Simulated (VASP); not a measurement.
Consider the following.

```xyz
6
Lattice="3.7623 0.0000 0.0000 0.0000 11.2088 0.0000 0.0000 0.0000 3.4316" Properties=species:S:1:pos:R:3 pbc="T T T"
Pt     0.0000     0.0000     1.7158
Pt     1.8811     5.6044     0.0000
Cl     3.3443     9.7141     0.0000
Cl     0.4180     1.4947     0.0000
Cl     1.4632     7.0991     1.7158
Cl     2.2991     4.1097     1.7158
```

All values below come from LDA (Ceperley-Alder, Perdew-Zunger), VASP's LDA PAW potentials (set 64) (plane waves; VASP 6.6.1). Numerical set-up: 300 eV cut-off, 6×2×7 Γ-centred mesh, Fermi-Dirac smearing of 0.020 eV, potentials Pt Cl.

At this cut-off the stress carries a Pulay error, which pulls relaxed volumes low.

Predict the energy per atom (σ→0), pressure.

- energy per atom (σ→0) = -4.293 eV/atom
- pressure = -4.55 GPa

Total energies compare only between runs with the same potentials, cut-off and functional.

The structure comes from a computed database's PtCl2 entry; how it stands against other phases isn't given here. The cell was not relaxed at this level.
